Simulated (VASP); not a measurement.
An input for Quantum ESPRESSO's pw.x (written as the equivalent of a VASP run, and not itself run):

```
&CONTROL
  calculation = 'vc-relax'
  pseudo_dir = './pseudo'
  outdir = './out'
  tprnfor = .true.
  tstress = .true.
  nstep = 60
  forc_conv_thr = 0.00039
/
&SYSTEM
  ibrav = 0
  nat = 2
  ntyp = 2
  ecutwfc = 84
  occupations = 'smearing'
  smearing = 'gaussian'
  degauss = 0.003675
  input_dft = 'pbesol'
/
&ELECTRONS
  conv_thr = 7.3e-08
  electron_maxstep = 100
/
&IONS
/
&CELL
/
ATOMIC_SPECIES
  Hf 178.490 Hf.upf
  N 14.007 N.upf
CELL_PARAMETERS angstrom
     3.1055860    0.0000000    0.0000000
     0.0000000    3.1055860    0.0000000
     0.0000000    0.0000000    3.1055860
ATOMIC_POSITIONS crystal
  Hf   0.0000000  0.0000000  0.0000000
  N    0.5000000  0.5000000  0.5000000
K_POINTS automatic
  8 8 8 0 0 0
```

Task: Translate this input to VASP (INCAR, KPOINTS, POSCAR, choice of POTCAR).

Result: This is not unique; one that fits is 
KPOINTS:
```
Automatic
0
gamma
 8 8 8
0 0 0
```

### POSCAR
```
HfN
1
    3.1055860000     0.0000000000     0.0000000000
    0.0000000000     3.1055860000     0.0000000000
    0.0000000000     0.0000000000     3.1055860000
Hf N
1 1
Direct
  0.0000000000   0.0000000000   0.0000000000
  0.5000000000   0.5000000000   0.5000000000
```

INCAR:
```
SYSTEM=HfN
PREC=Accurate; ENCUT=520; LREAL=.FALSE.
LASPH=.TRUE.
EDIFF=1E-6; NELM=100; ALGO=Normal
LMAXMIX=6
ISMEAR=0; SIGMA=0.05
GGA=PS
IBRION=2; NSW=60; ISIF=3
EDIFFG=-0.01
LWAVE=.FALSE.; LCHARG=.FALSE.
```

POTCAR, in this order: Hf_pv N (PBE.64 set). Program: vasp_std.

The two are equivalent in intent, not identical: the potentials are each code's own (VASP's PAW set, PseudoDojo norm-conserving files in pw.x), so ENCUT and ecutwfc are chosen apart and not converted; conv_thr bounds pw.x's estimated SCF error, while EDIFF bounds the energy change between steps; forc_conv_thr acts on force components and is met together with etot_conv_thr.

The structure was generated: HfN was put into the CsCl type (Pm-3m), which need not be its known phase. This run relaxes it. Symmetry was kept, so distortions that lower it aren't found.
